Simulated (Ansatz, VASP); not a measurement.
## One calculation of MgBe2SeS2, two programs

```xyz
6
Lattice="3.4537 0.0000 0.0000 0.0000 3.4537 0.0000 0.0000 0.0000 11.3380" Properties=species:S:1:pos:R:3 pbc="T T T"
Mg    0.0000    0.0000    0.0000
Be    1.7269    0.0000    4.8803
Be    0.0000    1.7269    6.4578
Se    1.7269    1.7269    0.0000
S     1.7269    0.0000    6.9194
S     0.0000    1.7269    4.4186
```

Change from the starting cell: species swapped into the Nd2FeSi2Ru type (P-4m2, No. 115).

Alike in both runs: functional PBE; k mesh 8 × 8 × 4; occupations gaussian, width 0.02 eV; no spin polarisation.

Ansatz relaxed the structure, and its values are those at the end. VASP's run is a single point on that final structure, the one shown.

|  | VASP | Ansatz |
| --- | --- | --- |
| version | VASP 6.6.1 | Ansatz 0.2.0 |
| potentials or method | VASP PAW PBE potentials, release 64 (Mg, Be, Se, S) | scalar-relativistic, plane waves, PAW |
| plane-wave cutoff (eV) | 520 | 420 |
| valence electrons in the cell | 24 | 42 |

```tsv
	VASP	Ansatz	Ansatz less VASP
gap on the k mesh at the Fermi level (eV)	0.70	0.69	-0.012
least direct gap on the mesh (eV)	0.90	0.88	-0.015
pressure (GPa)	0.0	0.0	+0.01
rms of the force components (eV/Å)	0.004	0.000	-0.0040
```

The two sets of potentials don't hold the same shells in valence.

A k mesh can miss the band edges.
